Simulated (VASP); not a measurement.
# Fermi-Dirac smearing in Hf

Wanted: TS, pressure and Fermi level of Hf against the smearing width, on one dense mesh.

Calculated with VASP 6.6.1; PBEsol; plane waves and PAW (Hf_sv_GW), in the first sound run; inputs show where later runs differ.

### 1. Set-up

The structure is hexagonal, space group P6_3/mmc (No. 194). Conventional cell: a = 3.200 Å, b = 3.200 Å, c = 5.062 Å, α = 90.00°, β = 90.00°, γ = 120.00°. Hf has 12 Hf at 3.13 to 3.20 Å nearest.

### 2. Relax the crystal, PBEsol

The cell is relaxed and then held.

This step took 2 runs in a row; the last is shown.

Level: PBEsol; plane waves and PAW (Hf_sv_GW).

INCAR

```
SYSTEM = Hf
PREC = Accurate
ENCUT = 450
EDIFF = 1E-07
NELM = 120
ISMEAR = 1
SIGMA = 0.15
LREAL = .FALSE.
ALGO = Normal
GGA = PS
NBANDS = 18
LASPH = .TRUE.
LORBIT = 11
LWAVE = .FALSE.
LCHARG = .FALSE.
KPAR = 8
IBRION = 2
NSW = 40
ISIF = 3
EDIFFG = -0.005
POTIM = 0.4
```

POSCAR

```
Hf
1.0
    3.1500768475      0.0000000000      0.0000000000
   -1.5750384237      2.7280465738      0.0000000000
    0.0000000000      0.0000000000      4.9808289014
Hf
2
Direct
    0.0000000000      0.0000000000      0.0000000000
    0.3333333333      0.6666666667      0.5000000000
```

KPOINTS

```
Automatic mesh
0
Gamma
16 16 9
0 0 0
```

PAW data sets: Hf_sv_GW (PBE family, release 64).

Started as:

```
$ mpirun -np 8 vasp_std
```

Log:

```text
[banner, memory and clock lines left out]
running    8 mpi-ranks, on    1 nodes
[...]
|                                                                             |
|           W    W    AA    RRRRR   N    N  II  N    N   GGGG   !!!           |
|           W    W   A  A   R    R  NN   N  II  NN   N  G    G  !!!           |
|           W    W  A    A  R    R  N N  N  II  N N  N  G       !!!           |
|           W WW W  AAAAAA  RRRRR   N  N N  II  N  N N  G  GGG   !            |
|           WW  WW  A    A  R   R   N   NN  II  N   NN  G    G                |
|           W    W  A    A  R    R  N    N  II  N    N   GGGG   !!!           |
|                                                                             |
|     For optimal performance we recommend to set                             |
|       NCORE = 2 up to number-of-cores-per-socket                            |
|     NCORE specifies how many cores store one orbital (NPAR=cpu/NCORE).      |
|     This setting can greatly improve the performance of VASP for DFT.       |
[...]
DAV:   7    -0.267129154846E+02   -0.10378E-06   -0.10381E-07  4022   0.263E-03    0.420E-03
DAV:   8    -0.267129154167E+02    0.67953E-07   -0.11878E-08  3036   0.636E-04
   2 F= -.26712915E+02 E0= -.26713540E+02  d E =-.382122E-05
 trial-energy change:   -0.000004  1 .order   -0.000004   -0.000067    0.000058
 step:   0.5284(harm=  0.5347)  dis= 0.00000  next Energy=   -26.712929 (dE=-0.176E-04)
[...]
N       E                     dE             d eps       ncg     rms          rms(c)
DAV:   1    -0.267130933710E+02   -0.17789E-03   -0.60301E-03  5464   0.712E-01    0.943E-01
DAV:   2    -0.267129580936E+02    0.13528E-03   -0.31254E-04  5486   0.153E-01    0.686E-01
DAV:   3    -0.267129397770E+02    0.18317E-04   -0.26986E-05  5604   0.403E-02    0.475E-01
DAV:   4    -0.267129288217E+02    0.10955E-04   -0.47445E-05  5766   0.552E-02    0.169E-02
DAV:   5    -0.267129292167E+02   -0.39502E-06   -0.36431E-06  5816   0.139E-02    0.110E-01
DAV:   6    -0.267129288951E+02    0.32165E-06   -0.63533E-07  5514   0.484E-03    0.214E-03
DAV:   7    -0.267129288400E+02    0.55101E-07   -0.23634E-08  2878   0.127E-03
   3 F= -.26712929E+02 E0= -.26713549E+02  d E =-.172445E-04
[...]
reached required accuracy - stopping structural energy minimisation
```

The job ended after 17 s (8 MPI ranks of Intel Xeon 6975P-C (Granite Rapids), shared host; peak memory 1.9 GiB; 2.1 min of CPU time).

Lines that name or quote the potential files are left out of all logs, and their timing lines are given in words.

OUTCAR, selected parts (step 2):

```text
  Total       -0.0002814     -0.0002814     -0.0009498     -0.0000000      0.0000000      0.0000000
  in kB       -0.0105458     -0.0105458     -0.0355882     -0.0000000      0.0000000      0.0000000
  external PRESSURE =      -0.0188932 kB  Pullay stress =       0.0000000 kB

 POSITION                                       TOTAL-FORCE (eV/Angst)
 -----------------------------------------------------------------------------------
     -0.00000      0.00000      0.00000         0.000000     -0.000000      0.000000
     -0.00000      1.81809      2.48950        -0.000000      0.000000      0.000000
 -----------------------------------------------------------------------------------
    total drift:                                0.000000     -0.000000     -0.000000

  FREE ENERGIE OF THE ION-ELECTRON SYSTEM (eV)
  ---------------------------------------------------
  free  energy   TOTEN  =       -26.7129288400 eV

  energy  without entropy=      -26.7147896681  energy(sigma->0) =      -26.71354912

 reached required accuracy - stopping structural energy minimisation

[... 3 further parts left out ...]
[key lines of the parts left out:]
E-fermi :   9.1346
```

This run gave:

| Property | Result |
| --- | --- |
| energy(sigma→0) of the program | -26.7135 eV |
| stress, compression positive | xx, yy, zz 0.00, 0.00, 0.00 GPa |
| volume | 42.759 Å³ |
| ionic steps | 3 |

### 3. Tetrahedra, PBEsol

Tetrahedra give the density of states at the Fermi level without smearing.

Level: PBEsol; plane waves and PAW (Hf_sv_GW).

INCAR

```
SYSTEM = Hf
PREC = Accurate
ENCUT = 450
EDIFF = 1E-08
NELM = 100
ISMEAR = -5
SIGMA = 0.15
LREAL = .FALSE.
ALGO = Normal
GGA = PS
NBANDS = 28
LASPH = .TRUE.
LORBIT = 11
LWAVE = .FALSE.
LCHARG = .FALSE.
KPAR = 2
ISIF = 2
NEDOS = 3001
```

POSCAR

```
Hf
1.0
    3.1490177097      0.0000000000      0.0000000000
   -1.5745088548      2.7271293335      0.0000000000
    0.0000000000      0.0000000000      4.9790011701
Hf
2
Direct
    0.0000000000      0.0000000000      0.0000000000
    0.3333333333      0.6666666667      0.5000000000
```

KPOINTS

```
Automatic mesh
0
Gamma
28 28 16
0 0 0
```

Started as:

```
$ mpirun -np 2 vasp_std
```

Log:

```text
[banner, memory and clock lines left out]
running    2 mpi-ranks, on    1 nodes
[...]
[... a notice as in an earlier step ...]

 LDA part: xc-table for (Slater+PW92), standard interpolation
 POSCAR, INCAR and KPOINTS ok, starting setup
[...]
entering main loop
       N       E                     dE             d eps       ncg     rms          rms(c)
DAV:   1     0.148849508448E+03    0.14885E+03   -0.12252E+04 40576   0.742E+02
DAV:   2    -0.210195986091E+02   -0.16987E+03   -0.16460E+03 50948   0.227E+02
DAV:   3    -0.279818693604E+02   -0.69623E+01   -0.69242E+01 47684   0.419E+01
DAV:   4    -0.280396422256E+02   -0.57773E-01   -0.57768E-01 45356   0.373E+00
[...]
DAV:  14    -0.267125422132E+02    0.34524E-07   -0.19447E-09 25232   0.195E-04    0.202E-02
DAV:  15    -0.267125421709E+02    0.42317E-07   -0.12267E-09 22824   0.238E-04    0.171E-04
DAV:  16    -0.267125421709E+02   -0.20009E-10   -0.73444E-11 22180   0.517E-05
   1 F= -.26712542E+02 E0= -.26712542E+02  d E =0.000000E+00
|                                                                             |
|           W    W    AA    RRRRR   N    N  II  N    N   GGGG   !!!           |
|           W    W   A  A   R    R  NN   N  II  NN   N  G    G  !!!           |
|           W    W  A    A  R    R  N N  N  II  N N  N  G       !!!           |
|           W WW W  AAAAAA  RRRRR   N  N N  II  N  N N  G  GGG   !            |
|           WW  WW  A    A  R   R   N   NN  II  N   NN  G    G                |
|           W    W  A    A  R    R  N    N  II  N    N   GGGG   !!!           |
|                                                                             |
|     Tetrahedron method does not include variations of the Fermi             |
|     occupations, so forces and stress will be inaccurate. We suggest        |
|     using a different smearing scheme ISMEAR = 1 or 2 for metals in         |
|     relaxations.                                                            |
|                                                                             |
```

Run time: 2.2 min. Hardware: 2 MPI ranks; peak memory 1.3 GiB; 4.3 min of CPU time.

From OUTCAR (step 3):

```text
  Total        0.0058237      0.0058237      0.0395599      0.0000000      0.0000000     -0.0000000
  in kB        0.2182149      0.2182149      1.4823219      0.0000000      0.0000000     -0.0000000
  external PRESSURE =       0.6395839 kB  Pullay stress =       0.0000000 kB

 POSITION                                       TOTAL-FORCE (eV/Angst)
 -----------------------------------------------------------------------------------
      0.00000      0.00000      0.00000         0.000000     -0.000000      0.000000
     -0.00000      1.81809      2.48950        -0.000000      0.000000      0.000000
 -----------------------------------------------------------------------------------
    total drift:                                0.000000     -0.000000     -0.000000

  FREE ENERGIE OF THE ION-ELECTRON SYSTEM (eV)
  ---------------------------------------------------
  free  energy   TOTEN  =       -26.7125421709 eV

  energy  without entropy=      -26.7125421709  energy(sigma->0) =      -26.71254217

[... 3 further parts left out ...]
[key lines of the parts left out:]
E-fermi :   9.1350
```

Read from the output:

- energy(sigma→0) of the program: -26.7125 eV

The run ends at a pressure of 0.06 GPa.

### 4. Electron temperature, PBEsol

One member in full: SIGMA = 0.1 eV.

Level: PBEsol; plane waves and PAW (Hf_sv_GW).

INCAR, as its differences from that of step 3:

```diff
@@ -5,4 +5,4 @@
 NELM = 100
-ISMEAR = -5
-SIGMA = 0.15
+ISMEAR = -1
+SIGMA = 0.1
 LREAL = .FALSE.
@@ -17,2 +17 @@
 ISIF = 2
-NEDOS = 3001
```

POSCAR is that of step 3.

KPOINTS is that of step 3.

Started as:

```
$ mpirun -np 2 vasp_std
```

Log:

```text
[... set-up lines as in an earlier step ...]
 entering main loop
       N       E                     dE             d eps       ncg     rms          rms(c)
DAV:   1     0.148808181417E+03    0.14881E+03   -0.12252E+04 40576   0.742E+02
DAV:   2    -0.210408981846E+02   -0.16985E+03   -0.16440E+03 50948   0.227E+02
DAV:   3    -0.280031005879E+02   -0.69622E+01   -0.69230E+01 47684   0.419E+01
DAV:   4    -0.280608757993E+02   -0.57775E-01   -0.57771E-01 45356   0.373E+00
[...]
DAV:  14    -0.267380623380E+02    0.37139E-07   -0.20421E-09 25252   0.203E-04    0.210E-02
DAV:  15    -0.267380622938E+02    0.44270E-07   -0.12268E-09 22796   0.238E-04    0.470E-04
DAV:  16    -0.267380622929E+02    0.87493E-09   -0.73144E-11 22148   0.522E-05
   1 F= -.26738062E+02 E0= -.26710709E+02  d E =-.547058E-01
```

It took 2 min on 2 MPI ranks; peak memory 1.2 GiB; 4 min of CPU time.

OUTCAR, selected parts (step 4):

```text
  LATTYP: Found a hexagonal cell.
 ALAT       =     3.1490177097
 C/A-ratio  =     1.5811283483

 Subroutine GETGRP returns: Found 24 space group operations
 (whereof 12 operations were pure point group operations)

The static configuration has the point symmetry D_3h.
 The point group associated with its full space group is D_6h.

 Found    720 irreducible k-points:

   dimension x,y,z NGX =    24 NGY =   24 NGZ =   36
   dimension x,y,z NGXF=    48 NGYF=   48 NGZF=   72

   ENCUT  =  450.0 eV  33.07 Ry    5.75 a.u.   5.45  5.45  8.61*2*pi/ulx,y,z

   NELECT =      24.0000    total number of electrons

 E-fermi :   9.1036

 k-point     1 :       0.0000    0.0000    0.0000
  band No.  band energies     occupation
    ...
      6     -20.8903      2.00000
      7     -20.8903      2.00000
      8     -20.8829      2.00000
      9       1.5819      2.00000
     10       5.2577      2.00000
     11       9.9604      0.00038
     12      10.2848      0.00001
     13      10.2848      0.00001
     14      10.5940      0.00000
     15      11.1586      0.00000
    ...

 k-point     2 :       0.0357    0.0000    0.0000
  band No.  band energies     occupation
    ...
      6     -20.8985      2.00000
      7     -20.8907      2.00000
      8     -20.8842      2.00000
      9       1.6230      2.00000
     10       5.2987      2.00000
     11       9.8998      0.00070
     12      10.1333      0.00007
     13      10.3237      0.00001
     14      10.7210      0.00000
     15      11.1128      0.00000
    ...

  Total        0.0054279      0.0054279      0.0843522      0.0000000      0.0000000      0.0000000
  in kB        0.2033865      0.2033865      3.1607059      0.0000000      0.0000000      0.0000000
  external PRESSURE =       1.1891597 kB  Pullay stress =       0.0000000 kB

  FREE ENERGIE OF THE ION-ELECTRON SYSTEM (eV)
  ---------------------------------------------------
  free  energy   TOTEN  =       -26.7380622929 eV

  energy  without entropy=      -26.6833564756  energy(sigma->0) =      -26.71070938

 total charge
# of ion       s       p       d       f       tot
--------------------------------------------------
    1        4.726   5.958   1.404   0.013  12.101
    2        4.726   5.958   1.404   0.013  12.101
--------------------------------------------------
tot          9.451  11.917   2.807   0.027  24.202

[... 3 parts as in an earlier step ...]

[... 7 further parts left out ...]
```

Read from the output:

| Property | Result |
| --- | --- |
| energy(sigma→0) of the program | -26.7107 eV |
| stress, compression positive | xx, yy, zz 0.02, 0.02, 0.32 GPa |

The run ends at a pressure of 0.12 GPa.

### 5. All members

The other members went through these steps as far as the tables show, on the same mesh; 7 runs are not shown. The session took 0.63 core hours (wall time by ranks) on a shared machine.

```
width kT (eV)  temperature (K)  free energy less that of the narrowest width (meV/atom)  TS (meV/atom)  pressure (GPa)  shift of the Fermi level (eV)
        0.025              290                                                    0.000          1.504           0.058                          0.000
        0.050              580                                                        ?              ?           0.073                         -0.007
        0.075              870                                                   -6.265         14.712           0.089                         -0.017
        0.100             1160                                                  -12.127         27.353           0.119                         -0.030
        0.150             1741                                                  -29.982         66.738           0.245                         -0.057
        0.200             2321                                                  -57.033        128.117           0.471                         -0.079
        0.300             3481                                                 -142.161        319.319           1.197                         -0.108
```

### 6. The Sommerfeld expansion

At low temperature TS = (π²/3) g (kT)², so TS, twice the difference of energy(sigma→0) and the free energy, over (π²/3)(kT)² is an effective density of states: 0.731, 0.795, 0.831, 0.902, 0.974, 1.078 states/eV/atom in the rows shown.

A least-squares parabola through the 6 rows shown, with σ the width in eV: g = − 0.7985 σ² + 1.548 σ + 0.6884 (states/eV/atom), r.m.s. residual 0.0046 states/eV/atom.

At σ = 0.05 this predicts 0.764 states/eV/atom.

### 7. Prediction against calculation

The calculation gives 0.753 states/eV/atom, so the prediction is 0.011 states/eV/atom too high, more than twice the residual of the fit.

The parabola in σ is an empirical guide, not the expansion itself. Tetrahedra give g = 0.674 states/eV/atom at the Fermi level, the limit that the series should reach at zero width.

### 8. What came out

| Quantity | Value |
| --- | --- |
| density of states at the Fermi level, tetrahedra | 0.67 states/eV/atom |
| Sommerfeld coefficient from it | 1.59 mJ per mole of atoms and K² |
| pressure at the widest setting | 1.20 GPa |
| error of the predicted g | 0.011 states/eV/atom |

**Reading.** Against the tetrahedron value, the effective density of states stands at +9 % at 0.025 eV, +12 % at 0.05 eV, +23 % at 0.1 eV, +60 % at 0.3 eV. At the widest setting the states within reach are denser than those at the Fermi level. Spin-orbit coupling is left out. The bare coefficient lacks the electron-phonon enhancement of measured heat capacities.

[Lines on the potential files, build, host, timing and source positions are cut from VASP's logs without a mark.]

[Logs are printed without paths, hosts, clocks, repeated set-up lines and the standing remarks that a program may print on its own settings, such as how far it seeks lower states.]

[Hosts, paths, dates, database ids (printed as entryN), source tags and the programs' standing remarks are cut or masked in the printed files.]
